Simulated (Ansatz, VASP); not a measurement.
# GaB4 in VASP and in Ansatz

```
Ga B
1.0
     3.72710    0.00000    0.00000
     0.00000    3.72710    0.00000
     0.00000    0.00000    3.72710
Ga B
1 4
Direct
  0.50000 0.50000 0.50000
  0.83517 0.83517 0.83517
  0.16483 0.16483 0.83517
  0.16483 0.83517 0.16483
  0.83517 0.16483 0.16483
```

Alike in both runs: functional PBE; k mesh 10 × 10 × 10; occupations gaussian, width 0.1 eV; no spin polarisation.

Ansatz relaxed the structure, and its values are those at the end. VASP's run is a single point on that final structure, the one shown.

```csv
,VASP,Ansatz
version,VASP 6.6.1,Ansatz 0.2.0
potentials or method,"VASP PAW PBE potentials, release 64 (Ga_d, B)","scalar-relativistic, plane waves, PAW"
plane-wave cutoff (eV),520,420
valence electrons in the cell,25,25
```

|  | VASP | Ansatz | Ansatz less VASP |
| --- | --- | --- | --- |
| gap on the k mesh at the Fermi level (eV) | none | none | - |
| pressure (GPa) | 0.0 | 0.0 | -0.03 |
| rms of the force components (eV/Å) | 0.009 | 0.000 | -0.0084 |

A gap of «none» marks a metal or a gap that the smearing closes. The functional is the same, so the differences come from potentials, cutoffs and numerics.
